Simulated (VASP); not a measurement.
Input:

```
PtSe2
1.0
    1.88628    -3.26713     0.00000
    1.88628     3.26713     0.00000
    0.00000     0.00000     4.88942
Pt Se
1 2
Direct
  0.00000   0.00000   0.00000
  0.33333   0.66667   0.25641
  0.66667   0.33333   0.74359
```

These are optB88-vdW, VASP's PBE PAW potentials (set 64) (plane waves; VASP) values and carry that method's errors. Numerical set-up: 520 eV cut-off, 9×9×6 Γ-centred mesh, first-order Methfessel-Paxton smearing of 0.10 eV, potentials Pt Se.

Energy and stress use the plane-wave basis of the starting cell.

Problem. The ions, cell shape and volume are relaxed. What does this cell relax into?

Solution. 
```
PtSe2
1.0
    1.89892    -3.28903     0.00000
    1.89892     3.28903     0.00000
    0.00000     0.00000     5.11619
Pt Se
1 2
Direct
  0.00000   0.00000   0.00000
  0.33333   0.66667   0.25584
  0.66667   0.33333   0.74416
```
Space group P-3m1 (164), at a tolerance of 0.03 Å.

Problem. How do energy and volume change from the first to the last step?

Solution. The energy (σ→0) changes by -22.2 meV/atom and the volume by +6.0 %, in 11 ionic steps.

The compound is PtSe2 in the 1T layered structure. This run relaxes it. Symmetry was kept, so distortions that lower it aren't found.
